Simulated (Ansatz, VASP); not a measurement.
**One calculation of BaSr, two programs**

File INCAR:

```
SYSTEM = BaSr
ALGO = Fast
EDIFF = 1E-6
ENCUT = 520
ISIF = 2
ISMEAR = 0
LASPH = .TRUE.
LCHARG = .TRUE.
LELF = .TRUE.
LREAL = .FALSE.
LVHAR = .TRUE.
LWAVE = .FALSE.
NBANDS = 17
NELM = 100
PREC = Accurate
SIGMA = 0.1
```

The input KPOINTS:

```
k-points
0
G
  4 4 4
  0 0 0
```

POSCAR

```
BaSr
1.0
    2.5086023700     -3.4657214600      0.0000000000
    2.5086023700      3.4657214600      0.0000000000
    0.0000000000      0.0000000000      6.9208264000
Ba Sr
1 1
Direct
    0.0000000000      0.0000000000      0.0000000000
    0.5000000000      0.5000000000      0.5000000000
```

Input for Ansatz:

```yaml
crystal:
  lattice:
    - [2.50860237, -3.46572146, 0.0]
    - [2.50860237, 3.46572146, 0.0]
    - [0.0, 0.0, 6.9208264]
  atoms:
    - { symbol: Ba, position: [0.0, 0.0, 0.0] }
    - { symbol: Sr, position: [0.5, 0.5, 0.5] }
basis:
  ecutwfc: 420
kpoints:
  mp_grid: { grid: [4, 4, 4] }
hamiltonian:
  xc: lda
scf:
  occupations: { method: gaussian, width: 0.1 }
output:
  forces: true
  stress: true
  eigenvalues: true
```

The cell comes from a database or a generator and needn't be the stable form of this composition.

Alike in both runs: task single point; functional LDA; k mesh 4 × 4 × 4; occupations gaussian, width 0.1 eV; no spin polarisation.

|  | VASP | Ansatz |
| --- | --- | --- |
| version | VASP 6.6.1 | Ansatz 0.2.0 |
| potentials or method | VASP PAW LDA potentials, release 64 (Ba_sv, Sr_sv) | scalar-relativistic, plane waves, PAW |
| plane-wave cutoff (eV) | 520 | 420 |
| valence electrons in the cell | 20 | 20 |

```csv
,VASP,Ansatz,Ansatz less VASP
gap on the k mesh at the Fermi level (eV),none,none,-
pressure (GPa),-1.5,-1.5,-0.01
largest component of the traceless stress (GPa),0.12,0.12,-0.001
```

A gap of «none» marks a metal or a gap that the smearing closes.

Caveats: the k mesh is coarse (spacing up to 0.39 Å⁻¹), so the values aren't converged. The runs have no spin-orbit coupling, so splittings on Ba are missing.
